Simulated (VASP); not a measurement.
Input:

```
CELL_PARAMETERS angstrom
      3.34145     0.00000     0.00000
      0.00000     3.34145     0.00000
      0.00000     0.00000    15.99411
ATOMIC_POSITIONS crystal
  B  0.50000 0.00000 0.56234
  B  0.00000 0.50000 0.43766
  P  0.00000 0.00000 0.50000
  P  0.50000 0.50000 0.50000
```

Level of theory: PBE GGA, VASP's PBE PAW potentials (set 64) (plane waves; VASP). Run with 400 eV cut-off, 8×8×1 Γ-centred mesh, Gaussian smearing of 0.27 eV, potentials B P.

The cell holds a wide vacuum, so values per volume refer to the whole cell.

Task: Give the energies of bands 3 to 11 at the high-symmetry points, in eV from the Fermi level.

Result: 
| band | Γ | X | M |
|---|---|---|---|
| 3 | -7.90 | -6.83 | -12.13 |
| 4 | -7.90 | -6.83 | -12.13 |
| 5 | -5.47 | -5.20 | -5.15 |
| 6 | -3.32 | -5.20 | -5.15 |
| 7 | -2.13 | -1.98 | -1.62 |
| 8 | -1.01 | -1.98 | -1.62 |
| 9 | -1.01 | 1.00 | 3.78 |
| 10 | 1.25 | 1.00 | 3.78 |
| 11 | 2.38 | 4.74 | 5.64 |

It has no gap at this level: it comes out as a metal or semimetal.

The cell is a sheet with vacuum, built from a generated structure.
